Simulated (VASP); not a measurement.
Method: PBE GGA with spin-orbit coupling, VASP's PBE PAW potentials (set 64) (plane waves; VASP).

Input for VASP

**INCAR**
```
SYSTEM = KCl
PREC = Accurate
ENCUT = 400
EDIFF = 1E-6
NELM = 100
ALGO = Normal
LREAL = .FALSE.
LASPH = .TRUE.
ISMEAR = 0
SIGMA = 0.05
GGA = PE
LWAVE = .FALSE.
LCHARG = .FALSE.
ISIF = 2
LSORBIT = .TRUE.
MAGMOM = 0 0 0 0 0 0
GGA_COMPAT = .FALSE.
```

POSCAR:
```
KCl
1
    0.0000000000     3.2079000000     3.2079000000
    3.2079000000     0.0000000000     3.2079000000
    3.2079000000     3.2079000000     0.0000000000
K Cl
1 1
Direct
  0.0000000000   0.0000000000   0.0000000000
  0.5000000000   0.5000000000   0.5000000000
```

File KPOINTS:
```
Automatic mesh
0
Gamma
6 6 6
0 0 0
```

POTCAR, in this order: K_sv Cl (PBE.64 set). Program: vasp_ncl.

The resulting files:

OSZICAR:
```
       N       E                     dE             d eps       ncg     rms          rms(c)
DAV:   1     0.988445932842E+02    0.98845E+02   -0.62417E+03   768   0.968E+02
DAV:   2     0.368984483492E+00   -0.98476E+02   -0.94764E+02  1008   0.271E+02
DAV:   3    -0.697282627612E+01   -0.73418E+01   -0.73127E+01  1248   0.632E+01
DAV:   4    -0.712051805006E+01   -0.14769E+00   -0.14747E+00  1112   0.886E+00
DAV:   5    -0.712494792581E+01   -0.44299E-02   -0.44297E-02  1136   0.129E+00    0.324E+00
DAV:   6    -0.681681403435E+01    0.30813E+00   -0.56211E-01   960   0.406E+00    0.257E+00
DAV:   7    -0.680014130759E+01    0.16673E-01   -0.15186E-01   976   0.228E+00    0.164E+00
DAV:   8    -0.681115977819E+01   -0.11018E-01   -0.22446E-02  1136   0.102E+00    0.831E-01
DAV:   9    -0.681469648287E+01   -0.35367E-02   -0.25060E-03   912   0.448E-01    0.177E-01
DAV:  10    -0.681552473398E+01   -0.82825E-03   -0.13382E-03   984   0.223E-01    0.518E-02
DAV:  11    -0.681571570828E+01   -0.19097E-03   -0.29669E-04   920   0.149E-01    0.820E-03
DAV:  12    -0.681572319043E+01   -0.74821E-05   -0.15956E-05  1016   0.299E-02    0.586E-03
DAV:  13    -0.681572594617E+01   -0.27557E-05   -0.25223E-06   824   0.116E-02    0.236E-03
DAV:  14    -0.681572641316E+01   -0.46699E-06   -0.87529E-07   784   0.699E-03
   1 F= -.68157264E+01 E0= -.68157264E+01  d E =-.254291E-12  mag=     0.0000    -0.0000     0.0000
```

OUTCAR:
```
------------------------ aborting loop because EDIFF is reached ----------------------------------------
  FORCE on cell =-STRESS in cart. coord.  units (eV):
  Direction    XX          YY          ZZ          XY          YZ          ZX
  --------------------------------------------------------------------------------------
  Total       -0.0974529     -0.0974529     -0.0974529      0.0000000      0.0000000     -0.0000000
  in kB       -2.3649009     -2.3649009     -2.3649009      0.0000000      0.0000000     -0.0000000
  external PRESSURE =      -2.3649009 kB  Pullay stress =       0.0000000 kB
  volume of cell :       66.02
      direct lattice vectors                 reciprocal lattice vectors
     0.000000000  3.207900000  3.207900000    -0.155865208  0.155865208  0.155865208
     3.207900000  0.000000000  3.207900000     0.155865208 -0.155865208  0.155865208
     3.207900000  3.207900000  0.000000000     0.155865208  0.155865208 -0.155865208
  FREE ENERGIE OF THE ION-ELECTRON SYSTEM (eV)
  ---------------------------------------------------
  free  energy   TOTEN  =        -6.8157264132 eV

  energy  without entropy=       -6.8157264132  energy(sigma->0) =       -6.81572641

 Ion:    1  E_soc:     -0.0079662

 Ion:    2  E_soc:     -0.0028721
```
(Selected blocks of OUTCAR.)

OUTCAR:
```
 val. band max:       -2.0210959548   @ k =   0.0000   0.0000   0.0000

 cond. band min:       2.9299872988   @ k =   0.0000   0.0000   0.0000


 Fermi energy:        -1.7933348183

 k-point     1 :       0.0000    0.0000    0.0000
  band No.  band energies     occupation
      1     -29.4057      1.00000
      2     -29.4057      1.00000
      3     -14.1195      1.00000
      4     -14.1195      1.00000
      5     -13.0423      1.00000
      6     -13.0423      1.00000
      7     -12.7768      1.00000
      8     -12.7768      1.00000
      9     -12.7768      1.00000
     10     -12.7768      1.00000
     11      -2.1428      1.00000
     12      -2.1428      1.00000
     13      -2.0211      1.00000
     14      -2.0211      1.00000
     15      -2.0211      1.00000
     16      -2.0211      1.00000
     17       2.9300      0.00000
     18       2.9300      0.00000
     19       6.2788      0.00000
     20       6.2788      0.00000
     21       6.2788      0.00000
     22       6.2788      0.00000
     23       6.2811      0.00000
     24       6.2811      0.00000

 k-point     2 :       0.1667    0.0000    0.0000
  band No.  band energies     occupation
      1     -29.4038      1.00000
      2     -29.4038      1.00000
      3     -14.1662      1.00000
      4     -14.1662      1.00000
      5     -13.0243      1.00000
      6     -13.0243      1.00000
      7     -12.7789      1.00000
      8     -12.7789      1.00000
      9     -12.7388      1.00000
     10     -12.7388      1.00000
     11      -2.3618      1.00000
     12      -2.3618      1.00000
     13      -2.1594      1.00000
     14      -2.1594      1.00000
     15      -2.0958      1.00000
     16      -2.0958      1.00000
     17       3.5327      0.00000
     18       3.5327      0.00000
     19       6.0975      0.00000
     20       6.0975      0.00000
     21       6.6036      0.00000
     22       6.6036      0.00000
     23       6.6041      0.00000
     24       6.6041      0.00000
...
```

The compound is KCl in the rock salt structure. The cell was not relaxed at this level.
